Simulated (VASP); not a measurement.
MgH2, 6 atoms in the cell. Symmetry: P4_2/mnm, No. 136, tetragonal system. Conventional cell: a = 4.517 Å, b = 4.517 Å, c = 3.021 Å, α = 90.00°, β = 90.00°, γ = 90.00°. Around Mg (site symmetry mmm) lie 6 H at 1.95 Å. H (site symmetry m2m) has 3 Mg at 1.95 Å as nearest neighbours. 

| Quantity | Value |
| --- | --- |
| Program | VASP 6.6.1 |
| Task | relaxation of cell and atoms |
| Functional | PBEsol |
| Potentials or basis | VASP PAW PBE potentials, release 64 (Mg, H) |
| Cutoff | 600 eV |
| k mesh | 6 × 6 × 10 |
| Occupations | gaussian, width 0.03 eV |
| Spin | no spin polarisation |
| Further INCAR settings | ALGO = Normal; EDIFF = 1e-06; IBRION = 2; EDIFFG = -0.01; NSW = 90; ISIF = 3 |

Potentials or basis: VASP PAW PBE potentials, release 64 (Mg, H).

Launch:

```bash
$ cat potpaw_PBE.64/Mg/POTCAR potpaw_PBE.64/H/POTCAR > POTCAR
$ mpirun -np 2 vasp_std > vasp.out
```

Hardware: 2 MPI ranks on Intel(R) Xeon(R) 6975P-C (Granite Rapids), on a shared host.

Question: Estimate the wall time of this run.

Answer: It took 17 s on 2 MPI ranks on Intel(R) Xeon(R) 6975P-C (Granite Rapids) (shared host), peak memory 0.19 GiB a rank. Counts: scf iterations 29, k points 60, ion steps 6.
